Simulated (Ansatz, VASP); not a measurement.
## TiTc: VASP beside Ansatz

Aim: how closely do two programs agree when they are given the same cell, functional and k mesh? The cell is taken from a series of runs on this material, whose earlier steps may have relaxed, scaled, displaced or heated it; both programs get it as it stands.

Program: Ansatz 0.2.0. Level of theory: plane waves, with VASP 6.6.1 beside it; relaxation of cell and atoms at PBEsol and zone-centre phonons at PBEsol. Results are calculated unless marked as measured.

### 1. The starting structure

Symmetry: Pm-3m, No. 221, cubic system. Conventional cell: a = 3.070 Å, b = 3.070 Å, c = 3.070 Å, α = 90.00°, β = 90.00°, γ = 90.00°. Nearest to Ti lie 8 Tc at 2.66 Å. Nearest to Tc lie 8 Ti at 2.66 Å. Farther neighbours are not listed.

As a file:

```cif
data_structure
_symmetry_space_group_name_H-M 'P 1'
_symmetry_Int_Tables_number 1
_cell_length_a 3.0700
_cell_length_b 3.0700
_cell_length_c 3.0700
_cell_angle_alpha 90.000
_cell_angle_beta 90.000
_cell_angle_gamma 90.000
_cell_volume 28.93
loop_
_atom_site_label
_atom_site_type_symbol
_atom_site_fract_x
_atom_site_fract_y
_atom_site_fract_z
_atom_site_occupancy
Ti1 Ti 0.50000 0.50000 0.50000 1
Tc2 Tc 0.00000 0.00000 0.00000 1
```

### 2. Ansatz: relaxation of cell and atoms, PBEsol, pair 1

Ansatz runs on its PAW soft_1 files.

The relaxed volume is the usual yardstick between codes: in a stiff, nearly cubic crystal its relative difference is about their pressure difference at one cell divided by the bulk modulus.

input.yaml reads:

```yaml
crystal:
  lattice:
    - [3.0699550562, 0.0, 0.0]
    - [0.0, 3.0699550562, 0.0]
    - [0.0, 0.0, 3.0699550562]
  atoms:
    - { symbol: Ti, position: [0.5, 0.5, 0.5] }
    - { symbol: Tc, position: [0.0, 0.0, 0.0] }
kpoints:
  mp_grid: { grid: [14, 14, 14] }
hamiltonian:
  xc: pbesol
  pseudopotentials: { kind: paw, azcp: { Ti: "soft_1/Ti.paw.azcp" }, xc_functional: pbe }
scf:
  occupations: { method: gaussian, width: 0.1 }
output:
  forces: true
  stress: true
  eigenvalues: true
relax:
  adjacent_minimum: "off"
  f_tol: 0.005
  max_steps: 80
  cell: { stress_tol: 0.05 }
```

The run is started by

```bash
> ansatz run input.yaml --threads 4 --pin off --max-ram 10240MiB --backend cpu --events-out ev --progress --plain --runs-dir out
```

Numbers of over 12 decimals in the logs are rounded to 6 here.

Output:

```text
Engine: ansatz 0.2.0, aarch64-unknown-linux-gnu
Pseudopotentials: kind: paw
Pseudopotential: Ti, paw, valence charge 12, recommended cutoff 420 eV (normal), soft_1/Ti.paw.azcp
Pseudopotential: Tc, paw, valence charge 15, recommended cutoff 500 eV (normal), Tc.paw.azcp
Functional definition: PBEsol
  exchange = pbesol_x
  correlation = pbesol_c
Crystal: 2 atoms, lattice volume = 28.933 Å³
Basis set: ecut = 500 eV, 739 PW (Γ), exchange–correlation on 48×48×48 points (8 copies of the dense FFT grid, shifted against one another)
Bands: 18, of which v1, the nominal top of the filled ones, is band 14 counted from 1 (13 counted from 0)
Symmetry: 48 space group operations
Space group: Pm-3m (ITA 221), of the structure as read, at distance tolerance 3.1e-5 Å
k-points: 120 of 2744
Non-local potential: Ti, projectors of the file, l = 0: 3, l = 1: 2, l = 2: 3, l = 3: 1
Non-local potential: Tc, projectors of the file, l = 0: 3, l = 1: 3, l = 2: 2, l = 3: 2
PAW form: soft (Blöchl's): semilocal exchange-correlation on the pseudo side does not see the compensation charge
PAW frozen core: Ti, regenerated for the run's functional, and the local potential with it (the file was generated under x = pbe(κ = 0.804, μ = 0.219515), c = pbe(β = 0.066725))
PAW frozen core: Tc, regenerated for the run's functional, and the local potential with it (the file was generated under x = pbe(κ = 0.804, μ = 0.219515), c = pbe(β = 0.066725))
PAW one-centre angular grid: Ti, 590 points (default); XC on 64 Gauss nodes
PAW one-centre angular grid: Tc, 590 points (default); XC on 64 Gauss nodes
Initial density: superposition of atomic densities (chi_scale 0.1, normalization cell, long waves kept (reshape's long-wave potential 0.00 eV rms))
Initial wavefunctions: pseudopotential atomic-orbital guess
Functional: x = pbesol(κ = 0.804, μ = 0.123457), c = pbesol(β = 0.046)
SCF iter   1: F=—  HF=-7812.953141 eV  |F-HF|=—  |Δ(HF+E_count)|=         —  Δρ=6.68e-2  dr2=1.11e0  ethr=3.10e-3  ⟨swp⟩=4.8  Hψ=8833  notcnv=0
preconditioner: auto → none  [metal: Δε(μ)=0.019 eV  Ē_g=4.812 eV  σ=0.100 eV  W_gap=0.11  n_scr=6 (ndim 8)  ℏωp=22.9 eV  f_vac=0.000  D(μ)=1.40/eV (n_scr^D=18)  sad-step TF]
SCF iter   2: F=—  HF=-7812.659466 eV  |F-HF|=—  |Δ(HF+E_count)|=   2.94e-1  Δρ=3.36e-2  dr2=2.66e-1  ethr=3.10e-3  ⟨swp⟩=2.5  Hψ=3960  notcnv=0  defer=24
SCF iter   3: F=—  HF=-7812.573171 eV  |F-HF|=—  |Δ(HF+E_count)|=   8.63e-2  Δρ=2.93e-3  dr2=1.09e-3  ethr=9.87e-4  ⟨swp⟩=2.9  Hψ=4254  notcnv=0  defer=24
SCF iter   4: F=—  HF=-7812.573483 eV  |F-HF|=—  |Δ(HF+E_count)|=   3.12e-4  Δρ=4.66e-4  dr2=8.15e-5  ethr=4.03e-6  ⟨swp⟩=2.1  Hψ=3300  notcnv=0  defer=17
SCF iter   5: F=—  HF=-7812.573483 eV  |F-HF|=—  |Δ(HF+E_count)|=   3.64e-7  Δρ=1.05e-4  dr2=3.26e-6  ethr=3.02e-7  ⟨swp⟩=2.0  Hψ=2423  notcnv=0  defer=17
SCF iter   6: F=-7812.573482 eV  HF=-7812.573482 eV  |F-HF|=9.09e-10  |Δ(HF+E_count)|=   3.90e-7  Δρ=8.70e-6  dr2=8.50e-9  ethr=3.70e-10  ⟨swp⟩=3.6  Hψ=8494  notcnv=0
SCF 1 converged in 6 iterations: F = -7812.573482 eV  dr2 = 8.50e-9
  greatest PAW one-centre occupation: 0.999 electrons in one spin orbital (limit 2), on the Ti atom at site 0 (counted from 0), in its partial waves of l = 0
relax step   1: F+E_penalty+E_count = -7812.57348232 eV  Δ(F+E_penalty+E_count) = +0.000e0 eV  max|allowed force component| = 1.150e-29 eV/Å  Δτ_max = 0.0000 Å  P = -0.387 GPa  Ω = 28.933 Å³  (6 SCF iters, dr2 threshold 1.00e-7 eV, accepted)
[...]
relax step   2: F+E_penalty+E_count = -7812.57352701 eV  Δ(F+E_penalty+E_count) = -4.469e-5 eV  max|allowed force component| = 3.813e-30 eV/Å  Δτ_max = 0.0000 Å  P = +0.323 GPa  Ω = 28.840 Å³  energy of the carried Pulay correction = +2.529e-5 eV  (6 SCF iters, dr2 threshold 2.00e-7 eV, accepted)
[...]
relax step   3: F+E_penalty+E_count = -7812.57355783 eV  Δ(F+E_penalty+E_count) = -3.082e-5 eV  max|allowed force component| = 1.183e-30 eV/Å  Δτ_max = 0.0000 Å  P = -0.001 GPa  Ω = 28.882 Å³  energy of the carried Pulay correction = +1.381e-5 eV  (6 SCF iters, dr2 threshold 2.00e-7 eV, accepted)
[...]
relax step   4: F+E_penalty+E_count = -7812.57354477 eV  Δ(F+E_penalty+E_count) = +1.306e-5 eV  max|allowed force component| = 4.733e-30 eV/Å  Δτ_max = 0.0000 Å  P = -0.002 GPa  Ω = 28.882 Å³  stress off target by 1.82e-3 GPa  SCF on the basis re-selected at this cell (its energy is not comparable with the rows above)  (7 SCF iters)
basis re-selected at this cell: Δ(F+E_penalty+E_count) = +1.306e-5 eV, ΔP = -0.001 GPa vs the last step (what re-selecting the basis moved, of the pressure what is left beyond the Pulay correction that the steps carried, after the strain that the cell walked since its last selection, with what the two solves' SCF thresholds leave and, on support functions, any second-order correction that the steps lacked; it is no m [...]
SCF converged after 7 iterations
Free energy (F): -7812.573545 eV
Harris-Foulkes:  -7812.573545 eV  (|F-HF|=0.00e0)
Internal energy: -7812.565480 eV  (E = F + TS)
E sigma→0 (E₀):  -7812.569513 eV
Entropy (-TS):   -0.008064 eV (-4.032 meV/atom)
Fermi energy:    18.731629 eV
--- Per-component energies (eV) ---
  E_band       = -183.599446
  E_kinetic    = 908.525647
  E_local      = -1985.656119  (includes V_loc(G=0)·N_el)
  E_nonlocal   = 350.043676
  E_hartree    = 640.273122
  E_xc         = -354.802421
  E_vxc        = -441.259084  (∫ρ·V_xc dr)
  E_paw        = -4237.018689  (= ΣΔE_a)
  E_vpaw       = -295.799775  (= ΣTr[D̂ρ^β])
  E_aug_tail   = -0.000036  (compensation charges beyond the density's cutoff)
  E_ewald      = -3134.296890
  E_core_change = 0.366229  (= ΣΔE_core)
  E_smearing   = -0.008064  (= −TS)
  E_closure    = -0.000000  (closes the sum)
  Σ components = -7812.573545   (vs F -7812.573545, Δ=0.00e0)
--- Forces (eV/Å), atoms counted from 1 ---
  atom   1  Ti     0.00000000     0.00000000    -0.00000000
  atom   2  Tc     0.00000000    -0.00000000     0.00000000
  max |Σ_I F_I| component: 7.36e-30 eV/Å
--- Stress (GPa, compression-positive) ---
       -0.001823      -0.000000      -0.000000
       -0.000000      -0.001823       0.000000
       -0.000000       0.000000      -0.001823
  P = ⅓ Tr σ = -0.0018 GPa (-0.018 kbar)
--- Band table (eV; the first three rows and the last of 120) ---
  k-point 0: bands = [... 10 lower, 14.5255, 18.4604, 18.4604, 18.4604, 21.3755, 21.3755, 23.1935, 23.1935]
  k-point 1: bands = [... 10 lower, 14.6118, 18.4428, 18.4428, 18.5016, 21.2606, 21.4160, 22.9616, 22.9616]
  k-point 2: bands = [... 10 lower, 14.8582, 18.3971, 18.3971, 18.6232, 20.9328, 21.5318, 22.4063, 22.4063]
  k-point 119: bands = [... 10 lower, 16.2309, 18.1347, 18.1347, 18.1347, 21.0658, 21.0658, 22.5141, 22.5141]
--- Relaxed structure (3 steps of the walk, 3 accepted, 1 SCFs on fresh bases) ---
  F+E_penalty+E_count = -7812.57354477 eV   max|allowed force component| = 4.733e-30 eV/Å   (the final SCF, on the basis selected at the relaxed cell)
  cell:  # Å, volume = 28.8823 Å³
    - [3.068156, 0, 0]
    - [0, 3.068156, 0]
    - [0, 0, 3.068156]
  atoms:
    - { symbol: Ti, position: [0.5, 0.5, 0.5] }
    - { symbol: Tc, position: [0, 0, 0] }
```

In the SCF lines HF is the Harris–Foulkes energy and dr2 the Hartree energy of the density residual, in eV; the loop may stop once dr2 is under the threshold and the program's other checks hold. Hψ counts applications of the Hamiltonian.

### 3. VASP: relaxation of cell and atoms, PBEsol, pair 1

The same cell, functional, mesh and smearing now go to VASP, with its own data sets.

Lines of VASP's logs that name or quote its potential files are left out, and so is its time.

INCAR reads:

```
SYSTEM = TiTc
PREC = Accurate
ENCUT = 500
EDIFF = 1E-07
NELM = 120
ISMEAR = 0
SIGMA = 0.1
LREAL = .FALSE.
ALGO = Normal
GGA = PS
NBANDS = 18
LASPH = .TRUE.
LORBIT = 11
LWAVE = .FALSE.
LCHARG = .FALSE.
ISIF = 3
IBRION = 2
NSW = 80
EDIFFG = -0.005
GGA_COMPAT = .FALSE.
NELMIN = 4
KPAR = 2
```

POSCAR reads:

```
TiTc
1.0
    3.0699550000      0.0000000000      0.0000000000
    0.0000000000      3.0699550000      0.0000000000
    0.0000000000      0.0000000000      3.0699550000
Ti Tc
1 1
Direct
    0.5000001629      0.5000001629      0.5000001629
    0.0000000000      0.0000000000      0.0000000000
```

KPOINTS reads:

```
Automatic mesh
0
Gamma
14 14 14
0 0 0
```

PAW data sets: Ti_sv and Tc_pv (PBE family, release 64).

The run is started by

```bash
> mpirun -np 2 vasp_std
```

Output:

```text
[banner, memory and clock lines left out]
running    2 mpi-ranks, on    1 nodes
 distrk:  each k-point on    1 cores,    2 groups
 distr:  one band on    1 cores,    1 groups

 POSCAR found type information on POSCAR TiTc
 POSCAR found :  2 types and       2 ions
|                                                                             |
|               ----> ADVICE to this user running VASP <----                  |
|                                                                             |
|     You enforced a specific xc type in the INCAR file but a different       |
|     [... a line on the potential file left out ...]
|     I HOPE YOU KNOW WHAT YOU ARE DOING!                                     |
|                                                                             |

 LDA part: xc-table for (Slater+PW92), standard interpolation
 POSCAR, INCAR and KPOINTS ok, starting setup
 FFT: planning ... GRIDC
 FFT: planning ... GRID_SOFT
 FFT: planning ... GRID
 WAVECAR not read
 entering main loop
       N       E                     dE             d eps       ncg     rms          rms(c)
DAV:   1     0.292491260652E+03    0.29249E+03   -0.13444E+04  4368   0.156E+03
DAV:   2    -0.290384303185E+01   -0.29540E+03   -0.29044E+03  4494   0.459E+02
DAV:   3    -0.218936092747E+02   -0.18990E+02   -0.18604E+02  7484   0.112E+02
DAV:   4    -0.225817822979E+02   -0.68817E+00   -0.68665E+00  5060   0.172E+01
DAV:   5    -0.226032267372E+02   -0.21444E-01   -0.21439E-01  5820   0.249E+00    0.197E+01
DAV:   6    -0.212441619930E+02    0.13591E+01   -0.11168E+01  5204   0.311E+01    0.109E+01
DAV:   7    -0.208755872776E+02    0.36857E+00   -0.89318E+00  5284   0.208E+01    0.490E+00
DAV:   8    -0.205749153132E+02    0.30067E+00   -0.15786E+00  5748   0.983E+00    0.159E+00
DAV:   9    -0.205791713647E+02   -0.42561E-02   -0.82871E-02  4586   0.236E+00    0.540E-01
DAV:  10    -0.205788981740E+02    0.27319E-03   -0.86872E-03  5554   0.915E-01    0.949E-02
DAV:  11    -0.205790513194E+02   -0.15315E-03   -0.38215E-04  5134   0.181E-01    0.694E-02
DAV:  12    -0.205789809618E+02    0.70358E-04   -0.22552E-04  5128   0.106E-01    0.111E-02
DAV:  13    -0.205789815672E+02   -0.60539E-06   -0.11134E-05  5736   0.272E-02    0.429E-03
DAV:  14    -0.205789818738E+02   -0.30660E-06   -0.22465E-06  5506   0.160E-02    0.201E-03
DAV:  15    -0.205789818222E+02    0.51638E-07   -0.19765E-07  3062   0.379E-03
   1 F= -.20578982E+02 E0= -.20574935E+02  d E =-.205790E+02
 curvature:   0.00 expect dE= 0.000E+00 dE for cont linesearch  0.000E+00
 trial: gam= 0.00000 g(F)=  0.000E+00 g(S)=  0.127E-02 ort = 0.000E+00 (trialstep = 0.100E+01)
 search vector abs. value=  0.127E-02
 bond charge predicted
       N       E                     dE             d eps       ncg     rms          rms(c)
DAV:   1    -0.206104903562E+02   -0.31508E-01   -0.83105E-01  4664   0.109E+01    0.182E+00
DAV:   2    -0.205868979762E+02    0.23592E-01   -0.19334E-01  4618   0.354E+00    0.969E-01
DAV:   3    -0.205822226864E+02    0.46753E-02   -0.13245E-01  5894   0.254E+00    0.574E-01
DAV:   4    -0.205776358936E+02    0.45868E-02   -0.31330E-02  4938   0.113E+00    0.198E-01
DAV:   5    -0.205781001596E+02   -0.46427E-03   -0.13968E-03  5572   0.219E-01    0.900E-02
DAV:   6    -0.205784100400E+02   -0.30988E-03   -0.71006E-04  6948   0.133E-01    0.376E-02
DAV:   7    -0.205784227600E+02   -0.12720E-04   -0.31648E-05  4638   0.436E-02    0.811E-03
DAV:   8    -0.205784239867E+02   -0.12267E-05   -0.24291E-06  5450   0.986E-03    0.404E-03
DAV:   9    -0.205784245027E+02   -0.51594E-06   -0.11527E-06  4716   0.791E-03    0.162E-03
DAV:  10    -0.205784244862E+02    0.16517E-07   -0.13778E-07  3288   0.262E-03
   2 F= -.20578424E+02 E0= -.20574438E+02  d E =0.557336E-03
 trial-energy change:    0.000557  1 .order    0.000568   -0.001265    0.002401
 step:   0.3490(harm=  0.3451)  dis= 0.00000  next Energy=   -20.579203 (dE=-0.221E-03)
 bond charge predicted
       N       E                     dE             d eps       ncg     rms          rms(c)
DAV:   1    -0.205928858707E+02   -0.14461E-01   -0.35451E-01  4654   0.720E+00    0.117E+00
DAV:   2    -0.205834731701E+02    0.94127E-02   -0.89191E-02  4664   0.234E+00    0.681E-01
DAV:   3    -0.205807860305E+02    0.26871E-02   -0.62847E-02  5890   0.174E+00    0.370E-01
DAV:   4    -0.205788814956E+02    0.19045E-02   -0.12681E-02  4944   0.714E-01    0.127E-01
DAV:   5    -0.205790784616E+02   -0.19697E-03   -0.52364E-04  5844   0.135E-01    0.520E-02
DAV:   6    -0.205791997982E+02   -0.12134E-03   -0.27857E-04  7074   0.699E-02    0.266E-02
DAV:   7    -0.205792052901E+02   -0.54919E-05   -0.14469E-05  4646   0.279E-02    0.692E-03
DAV:   8    -0.205792055405E+02   -0.25033E-06   -0.18997E-06  6238   0.962E-03    0.338E-03
DAV:   9    -0.205792054187E+02    0.12174E-06   -0.54248E-07  3904   0.596E-03    0.116E-03
DAV:  10    -0.205792054462E+02   -0.27502E-07   -0.43342E-08  2450   0.167E-03
   3 F= -.20579205E+02 E0= -.20575179E+02  d E =-.223624E-03
 curvature:  -0.17 expect dE=-0.393E-08 dE for cont linesearch -0.393E-08
 trial: gam= 0.00000 g(F)=  0.192E-46 g(S)=  0.228E-07 ort =-0.537E-05 (trialstep = 0.870E+00)
 search vector abs. value=  0.229E-07
 reached required accuracy - stopping structural energy minimisation
```

Parts of OUTCAR (step 3):

```text
ion  position               nearest neighbor table
   1  0.500  0.500  0.500-   2 2.66   2 2.66   2 2.66   2 2.66   2 2.66   2 2.66   2 2.66   2 2.66

  LATTYP: Found a simple cubic cell.
 ALAT       =     3.0699550000

 Subroutine GETGRP returns: Found 48 space group operations
 (whereof 48 operations were pure point group operations)

The static configuration has the point symmetry O_h .

 Found    120 irreducible k-points:

   k-points           NKPTS =    120   k-points in BZ     NKDIM =    120   number of bands    NBANDS=     18

   dimension x,y,z NGX =    24 NGY =   24 NGZ =   24
   dimension x,y,z NGXF=    48 NGYF=   48 NGZF=   48

   ENCUT  =  500.0 eV  36.75 Ry    6.06 a.u.   5.60  5.60  5.60*2*pi/ulx,y,z

   NELECT =      25.0000    total number of electrons

 k-points in reciprocal lattice and weights: Automatic mesh
   0.00000000  0.00000000  0.00000000       0.000
   0.07142857  0.00000000  0.00000000       0.002
   0.14285714  0.00000000  0.00000000       0.002
   0.21428571  0.00000000  0.00000000       0.002
   0.28571429  0.00000000  0.00000000       0.002
   0.35714286  0.00000000  0.00000000       0.002
   0.42857143  0.00000000  0.00000000       0.002
   0.50000000  0.00000000  0.00000000       0.001
   0.07142857  0.07142857  0.00000000       0.004
[...]
0.50000000  0.50000000  0.42857143       0.002
   0.50000000  0.50000000  0.50000000       0.000

 average (electrostatic) potential at core
       1 -68.9843       2 -67.9390

 E-fermi :  10.9533

 k-point     1 :       0.0000    0.0000    0.0000
  band No.  band energies     occupation
    ...
      9       6.7453      2.00000
     10       6.7453      2.00000
     11      10.6824      1.99987
     12      10.6824      1.99987
     13      10.6824      1.99987
     14      13.5940      0.00000
     15      13.5940      0.00000
     16      15.4087      0.00000
     17      15.4087      0.00000
     18      15.4087      0.00000

 k-point     2 :       0.0714    0.0000    0.0000
  band No.  band energies     occupation
    ...
      9       6.8004      2.00000
     10       6.8316      2.00000
     11      10.6647      1.99996
     12      10.6647      1.99996
     13      10.7235      1.99885
     14      13.4791      0.00000
     15      13.6345      0.00000
     16      15.1773      0.00000
     17      15.1773      0.00000
     18      15.3421      0.00000

 k-point     3 :       0.1429    0.0000    0.0000
  band No.  band energies     occupation
    ...
      9       6.9635      2.00000
     10       7.0782      2.00000
     11      10.6187      2.00000
     12      10.6187      2.00000
     13      10.8447      1.87537
     14      13.1512      0.00000
     15      13.7502      0.00000
     16      14.6226      0.00000
     17      14.6226      0.00000
     18      15.1498      0.00000

  Total        0.0005608      0.0005608      0.0005608      0.0000000     -0.0000000     -0.0000000
  in kB        0.0311594      0.0311594      0.0311594      0.0000000     -0.0000000     -0.0000000
  external PRESSURE =       0.0311594 kB  Pullay stress =       0.0000000 kB

  energy-cutoff  :      500.00
  volume of cell :       28.84
      direct lattice vectors                 reciprocal lattice vectors
     3.066537716 -0.000000000 -0.000000000     0.326100669  0.000000000  0.000000000
    -0.000000000  3.066537716 -0.000000000     0.000000000  0.326100669 -0.000000000
    -0.000000000  0.000000000  3.066537716     0.000000000  0.000000000  0.326100669

 POSITION                                       TOTAL-FORCE (eV/Angst)
 -----------------------------------------------------------------------------------
      1.53327      1.53327      1.53327         0.000000     -0.000000      0.000000
      0.00000      0.00000      0.00000        -0.000000      0.000000      0.000000
 -----------------------------------------------------------------------------------
    total drift:                               -0.000927     -0.000927     -0.000927

  FREE ENERGIE OF THE ION-ELECTRON SYSTEM (eV)
  ---------------------------------------------------
  free  energy   TOTEN  =       -20.5792054462 eV

  energy  without entropy=      -20.5711531053  energy(sigma->0) =      -20.57517928

 reached required accuracy - stopping structural energy minimisation

 total charge
# of ion       s       p       d       tot
------------------------------------------
    1        2.267   6.194   1.976  10.437
    2        0.474   6.401   5.258  12.133
--------------------------------------------------
tot          2.741  12.595   7.234  22.570

[... 3 further parts left out ...]
```

CONTCAR:

```
TiTc
   1.00000000000000
     3.0665377160116374   -0.0000000000000000   -0.0000000000000000
    -0.0000000000000000    3.0665377160116374   -0.0000000000000000
    -0.0000000000000000    0.0000000000000000    3.0665377160116374
  Ti              Tc
     1     1
Direct
     0.5000001629000010    0.5000001629000010    0.5000001629000010
     0.0000000000000000    0.0000000000000000    0.0000000000000000
```

### 4. Comparison

Known differences besides the potentials themselves: the data sets hold 27 valence electrons in Ansatz (on its PAW soft_1 files) and 25 in VASP; Ansatz makes its cores anew for this functional, VASP keeps those of its PBE data sets; Ansatz adds a Pulay correction to the stress that steers its cell, VASP none. Total energies have different zeros and are not compared.

The two programs side by side:

```csv
quantity,Ansatz,VASP,difference
volume (Å³),28.88,28.84,+0.16 %
"edge a after relaxation, in the typed setting (Å)",3.068,3.067,+0.06 %
```

[end of part 1 of 2]

[Lines on the potential files, build, host, timing and source positions are cut from VASP's logs without a mark.]

[Logs are printed without paths, hosts, clocks, repeated set-up lines and the standing remarks that a program may print on its own settings, such as how far it seeks lower states.]

[Hosts, paths, dates, database ids (printed as entryN), source tags and the programs' standing remarks are cut or masked in the printed files.]
